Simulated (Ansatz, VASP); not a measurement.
# Zn (Zinc) in two plane-wave programs, part 3 of 3

Wanted: the spread between two codes on one cell, functional and k mesh. The structure shown comes from an earlier Ansatz run, which isn't shown and may have moved the atoms alone.

VASP 6.6.1 and Ansatz 0.2.0.

So far: Set-up; Ansatz: elastic constants, PBEsol, pair 1; VASP: elastic constants, PBEsol, pair 1; Differences; Ansatz: elastic constants, PBEsol, pair 2; VASP: elastic constants, PBEsol, pair 2.

### 8. Ansatz: elastic constants, PBEsol, pair 3

Level of this step: Ansatz beside VASP: Kohn-Sham DFT, plane waves, PBEsol (Ansatz).

Elastic constants are differences of stresses under small strains, so they test the stress and the mesh.

The structure shown comes from an earlier Ansatz run, which isn't shown and may have moved the atoms alone.

Contents of input.yaml:

```yaml
crystal:
  lattice:
    - [2.5863760398, 0.0, 0.0]
    - [-1.2931880199, 2.2398673542, 0.0]
    - [0.0, 0.0, 4.9361084025]
  atoms:
    - { symbol: Zn, position: [0.3333333333, 0.6666666667, 0.25] }
    - { symbol: Zn, position: [0.6666666667, 0.3333333333, 0.75] }
kpoints:
  mp_grid: { grid: [15, 15, 8] }
hamiltonian:
  xc: pbesol
scf:
  occupations: { method: methfessel_paxton, width: 0.25 }
output:
  forces: true
  stress: true
  eigenvalues: true
elastic:
  mode: relaxed_ion
  stencil: two_point
  amplitude: 0.01
```

Started as:

```bash
ansatz run input.yaml --threads 4 --pin off --max-ram 16384MiB --backend cpu --events-out ev --progress --plain --runs-dir out
```

Numbers of over 12 decimals in the logs are rounded to 6 here.

Output:

```text
[...]
Crystal: 2 atoms, lattice volume = 28.596 Å³
Basis set: ecut = 420 eV, 563 PW (Γ), exchange–correlation on 36×36×72 points (8 copies of the dense FFT grid, shifted against one another)
Bands: 16, of which v1, the nominal top of the filled ones, is band 12 counted from 1 (11 counted from 0)
Symmetry: 24 space group operations
[...]
k-points: 135 of 1800
[...]
1.000e-2       1.2221       -6561.8141446       6   38588    593   relax 0 steps, max|allowed force component| 1.57e-16 eV/Å
[...]
δ    σ_23 (GPa)             F (eV)   n_scf  n_hpsi   n_pw
    -1.000e-2      -0.4931       -6561.8148832       5  127957    580   relax 4 steps, max|allowed force component| 1.60e-5 eV/Å
     1.000e-2       0.4931       -6561.8148832       5  126595    580   relax 3 steps, max|allowed force component| 6.00e-7 eV/Å
[key lines of the parts left out:]
SCF converged after 8 iterations
Free energy (F): -6561.815313 eV
Fermi energy:    11.786265 eV
P = ⅓ Tr σ = -0.0114 GPa (-0.114 kbar)
```

### 9. VASP: elastic constants, PBEsol, pair 3

The same cell, functional, mesh and smearing now go to VASP, with its own data sets.

Contents of INCAR:

```
SYSTEM = Zn
PREC = Accurate
ENCUT = 500
EDIFF = 1E-08
NELM = 120
ISMEAR = 1
SIGMA = 0.25
LREAL = .FALSE.
ALGO = Normal
GGA = PS
NBANDS = 18
LORBIT = 11
LWAVE = .FALSE.
LCHARG = .FALSE.
ISIF = 3
IBRION = 6
NFREE = 2
POTIM = 0.015
NSW = 1
LASPH = .TRUE.
GGA_COMPAT = .FALSE.
KPAR = 2
```

Contents of POSCAR:

```
Zn
1.0
    2.5863760398      0.0000000000      0.0000000000
   -1.2931880199      2.2398673542      0.0000000000
    0.0000000000      0.0000000000      4.9361084025
Zn
2
Direct
    0.3333333333      0.6666666667      0.2500000000
    0.6666666667      0.3333333333      0.7500000000
```

Contents of KPOINTS:

```
Automatic mesh
0
Gamma
15 15 8
0 0 0
```

PAW data sets: Zn (PBE family, release 64).

Started as:

```bash
mpirun -np 2 vasp_std
```

Output:

```text
[... set-up lines as in an earlier step ...]
 entering main loop
       N       E                     dE             d eps       ncg     rms          rms(c)
DAV:   1     0.104811230935E+03    0.10481E+03   -0.12247E+04  5012   0.209E+03
DAV:   2     0.465509541641E+00   -0.10435E+03   -0.10106E+03  4888   0.293E+02
DAV:   3    -0.348869644528E+01   -0.39542E+01   -0.39419E+01  5498   0.663E+01
DAV:   4    -0.350825411197E+01   -0.19558E-01   -0.19553E-01  5428   0.472E+00
[...]
DAV:  11    -0.317413840077E+01    0.13479E-06   -0.54774E-07  5460   0.112E-02    0.222E-03
DAV:  12    -0.317413812895E+01    0.27182E-06   -0.11843E-08  4014   0.188E-03    0.502E-04
DAV:  13    -0.317413813515E+01   -0.62082E-08   -0.11774E-08  2702   0.212E-03
   1 F= -.31741381E+01 E0= -.31752157E+01  d E =0.323270E-02
[... from here on, the cycles between the ionic steps are left out ...]
   2 F= -.31705233E+01 E0= -.31717498E+01  d E =0.367962E-02
   3 F= -.31672342E+01 E0= -.31679989E+01  d E =0.229399E-02
   8 F= -.31718692E+01 E0= -.31729327E+01  d E =0.319051E-02
   9 F= -.31718713E+01 E0= -.31729348E+01  d E =0.319051E-02
  10 F= -.31731370E+01 E0= -.31742080E+01  d E =0.321312E-02
  11 F= -.31731370E+01 E0= -.31742080E+01  d E =0.321312E-02
  12 F= -.31731347E+01 E0= -.31741978E+01  d E =0.318938E-02
  13 F= -.31731347E+01 E0= -.31741978E+01  d E =0.318938E-02
  14 F= -.31740646E+01 E0= -.31751425E+01  d E =0.323361E-02
  15 F= -.31740644E+01 E0= -.31751423E+01  d E =0.323361E-02
  16 F= -.31738665E+01 E0= -.31749425E+01  d E =0.322819E-02
  17 F= -.31738665E+01 E0= -.31749425E+01  d E =0.322820E-02
 Finite differences progress:
  Degree of freedom:   8/  8
  Displacement:        2/  2
  Total:              16/ 16
```

From OUTCAR (step 9):

```text
  Total        0.0976827      0.0976827      0.0442852      0.0000000      0.0000000      0.0000000
  in kB        5.4730500      5.4730500      2.4812479      0.0000000      0.0000000      0.0000000
  external PRESSURE =       4.4757827 kB  Pullay stress =       0.0000000 kB

 POSITION                                       TOTAL-FORCE (eV/Angst)
 -----------------------------------------------------------------------------------
     -0.00000      1.49324      1.21903         0.000000      0.000000      0.036947
      1.29319      0.74662      3.70208        -0.000000      0.000000     -0.036947
 -----------------------------------------------------------------------------------
    total drift:                                0.000000      0.000001     -0.000269

  FREE ENERGIE OF THE ION-ELECTRON SYSTEM (eV)
  ---------------------------------------------------
  free  energy   TOTEN  =        -3.1738664686 eV

  energy  without entropy=       -3.1770946639  energy(sigma->0) =       -3.17494253

[... 1 part as in an earlier step ...]

[... 2 further parts left out ...]
[key lines of the parts left out:]
E-fermi :   3.3517
```

Levels, forces or a CONTCAR printed for this step are those of its last displaced cell, not of the structure at rest.

### 10. Comparison

Compared:

| quantity | Ansatz | VASP | difference |
| --- | --- | --- | --- |
| C11 (GPa) | 258.0 | 258.9 | -0.37 % |
| C22 (GPa) | 258.0 | 258.9 | -0.37 % |
| C33 (GPa) | 134.7 | 130.2 | +3.45 % |
| C12 (GPa) | 39.9 | 39.1 | +1.97 % |
| C13 (GPa) | 25.9 | 31.6 | -18.20 % |
| C23 (GPa) | 25.9 | 31.6 | -18.20 % |
| C44 (GPa) | 49.3 | 51.1 | -3.50 % |
| C55 (GPa) | 49.3 | 51.1 | -3.50 % |
| C66 (GPa) | 109.1 | 109.9 | -0.78 % |

### 11. What came out

- difference in C44 (elastic constants, PBEsol, pair 1): 467 %
- difference in C13 (elastic constants, PBEsol, pair 2): -8.4 %
- difference in C13 (elastic constants, PBEsol, pair 3): -18 %

In words: The difference in C44 is 467 % (elastic constants, PBEsol, pair 1), beyond the 5 % picked in this series as the mark of a large difference. What causes the difference of the elastic constants, PBEsol, pair 1 pair stays open here. Such differences can come from data sets, numerical settings and the points named under the comparisons, not from the functional's error against experiment.

[Lines on the potential files, build, host, timing and source positions are cut from VASP's logs without a mark.]

[Logs are printed without paths, hosts, clocks, repeated set-up lines and the standing remarks that a program may print on its own settings, such as how far it seeks lower states.]

[Hosts, paths, dates, database ids (printed as entryN), source tags and the programs' standing remarks are cut or masked in the printed files.]
